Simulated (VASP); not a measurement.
The cell holds one Sr (fcc) (211) slab, with vacuum along c, ions free to move until forces fall under 0.03 eV/Å, no reconstruction beyond this cell, dipole correction on.

Input:

```
CELL_PARAMETERS angstrom
     10.23918     0.00000     0.00000
      0.00000     4.18013     0.00000
      0.00000     0.00000    24.23812
ATOMIC_POSITIONS crystal
  Sr 0.82305 0.25000 0.32945
  Sr 0.16210 0.75000 0.37588
  Sr 0.50074 0.25000 0.42616
  Sr 0.83287 0.75000 0.47546
  Sr 0.16713 0.25000 0.52454
  Sr 0.49926 0.75000 0.57384
  Sr 0.83790 0.25000 0.62412
  Sr 0.17695 0.75000 0.67055
```

Method: PBEsol GGA, VASP's PBE PAW potentials (set 64) (plane waves; VASP). Settings: 400 eV cut-off, 3×7×1 Γ-centred mesh, first-order Methfessel-Paxton smearing of 0.10 eV, potentials Sr_sv.

Slab and bulk use different k-meshes, so the surface energy is good to a few per cent at best.

Predict its surface energy, work function, band gap (on the k-mesh).

```yaml
surface_energy: 28 meV/Å²
work_function: 2.49 eV
band gap (on the k-mesh): none (metal, semimetal or under 0.01 eV)
```

The cell is a thin slab with vacuum, built from Sr (fcc): (211) face.
